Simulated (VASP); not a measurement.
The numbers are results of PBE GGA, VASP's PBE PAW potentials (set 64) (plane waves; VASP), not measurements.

VASP input:

**INCAR**
```
ALGO = Normal   ! blocked Davidson
SIGMA = 0.2   ! width (eV)
NELM = 100   ! most electronic steps
LCHARG = .False.
LMAXMIX = 4   ! l cut-off of mixed one-centre charges
GGA = PE   ! PBE
LWAVE = .False.
ENCUT = 300   ! plane-wave cut-off (eV)
LASPH = .True.   ! aspherical one-centre terms
PREC = Accurate
LREAL = .False.
SYSTEM = TiTe2
EDIFF = 1E-6
ISMEAR = 0   ! Gaussian
ISIF = 2
```

### KPOINTS
```
Regular mesh
0
Gamma
7 7 1
0 0 0
```

POSCAR:
```
TiTe2
1
    3.9889370000     0.0000000000     0.0000000000
   -1.9944690000     3.4545200000     0.0000000000
    0.0000000000     0.0000000000    17.1706300000
Ti Te
1 2
Direct
  0.0000000000   0.0000000000   0.5000000000
  0.3333330000   0.6666670000   0.5923270000
  0.6666670000   0.3333330000   0.4076730000
```

POTCAR, in this order: Ti_sv Te (PBE.64 set). Program: vasp_std.

The cell holds a wide vacuum, so values per volume refer to the whole cell. Unless said otherwise, spin-orbit coupling is left out, though it shifts the bands of the heavy elements here.

### Question
Predict the energy per atom (σ→0), largest force, band gap (on the k-mesh).

### Answer

```json
{
 "energy per atom (σ→0)": "-5.339 eV/atom",
 "band gap (on the k-mesh)": "none (metal, semimetal or under 0.01 eV)",
 "largest_force": "0.01591 Ry/bohr"
}
```

File OSZICAR:
```
...
DAV:  17    -0.160266495672E+02   -0.41181E-04   -0.18851E-05   344   0.201E-02    0.132E-02
DAV:  18    -0.160266851340E+02   -0.35567E-04   -0.14163E-05   328   0.249E-02    0.259E-03
DAV:  19    -0.160267236829E+02   -0.38549E-04   -0.47057E-06   288   0.128E-02    0.770E-03
DAV:  20    -0.160267400344E+02   -0.16351E-04   -0.15663E-06   192   0.909E-03    0.539E-03
DAV:  21    -0.160267469327E+02   -0.68983E-05   -0.44844E-07   192   0.325E-03    0.275E-03
DAV:  22    -0.160267493733E+02   -0.24406E-05   -0.31213E-07   168   0.293E-03    0.803E-04
DAV:  23    -0.160267496160E+02   -0.24267E-06   -0.56720E-08   128   0.119E-03
   1 F= -.16026750E+02 E0= -.16017252E+02  d E =-.189950E-01
```

The cell is a sheet with vacuum, built from a generated structure.
